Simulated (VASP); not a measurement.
An input for Quantum ESPRESSO's pw.x (written as the equivalent of a VASP run, and not itself run):

```
&CONTROL
  calculation = 'scf'
  pseudo_dir = './pseudo'
  outdir = './out'
  tprnfor = .true.
  tstress = .true.
/
&SYSTEM
  ibrav = 0
  nat = 2
  ntyp = 2
  ecutwfc = 88
  occupations = 'smearing'
  smearing = 'methfessel-paxton'
  degauss = 0.02205
  input_dft = 'pbe'
/
&ELECTRONS
  conv_thr = 7.3e-08
  electron_maxstep = 100
/
ATOMIC_SPECIES
  Na 22.990 Na.upf
  Bi 208.980 Bi.upf
CELL_PARAMETERS angstrom
     3.4052000    0.0000000    0.0000000
     0.0000000    3.4052000    0.0000000
     0.0000000    0.0000000    4.8671400
ATOMIC_POSITIONS crystal
  Na   0.5000000  0.5000000  0.5000000
  Bi   0.0000000  0.0000000  0.0000000
K_POINTS automatic
  10 10 7 0 0 0
```

Question: Translate this input to VASP (INCAR, KPOINTS, POSCAR, choice of POTCAR).

Answer: This is not unique; one that fits is 
**KPOINTS**
```
K-points
0
gamma
10 10 7
```

**POSCAR**
```
NaBi
1
    3.4052000000     0.0000000000     0.0000000000
    0.0000000000     3.4052000000     0.0000000000
    0.0000000000     0.0000000000     4.8671400000
Na Bi
1 1
Direct
  0.5000000000   0.5000000000   0.5000000000
  0.0000000000   0.0000000000   0.0000000000
```

### INCAR
```
! general
SYSTEM   =  NaBi
PREC     =  Accurate
ENCUT    =  400   ! plane-wave cut-off (eV)
LREAL    =  .False.   ! projection in real space or not
LASPH    =  .True.   ! aspherical one-centre terms

! electronic loop
EDIFF    =  1E-6   ! SCF stop (eV)
NELM     =  100
ALGO     =  Normal   ! blocked Davidson
LMAXMIX  =  4   ! l cut-off of mixed one-centre charges

! smearing
ISMEAR   =  1
SIGMA    =  0.3   ! width (eV)

! functional
GGA      =  PE   ! PBE

! ions
ISIF     =  2   ! forces and stress, cell fixed

! output
LWAVE    =  .False.
LCHARG   =  .False.
```

POTCAR, in this order: Na_pv Bi_d (PBE.64 set). Program: vasp_std.

What does not carry over: the potentials are each code's own (VASP's PAW set, PseudoDojo norm-conserving files in pw.x), so ENCUT and ecutwfc are chosen apart and not converted; conv_thr bounds pw.x's estimated SCF error, while EDIFF bounds the energy change between steps.

The structure comes from a computed database's NaBi entry (P4/mmm); how it stands against other phases isn't given here. The cell was not relaxed at this level. The run is one of a series of settings (SIGMA = 0.3 against the base run), some of them coarse on purpose.
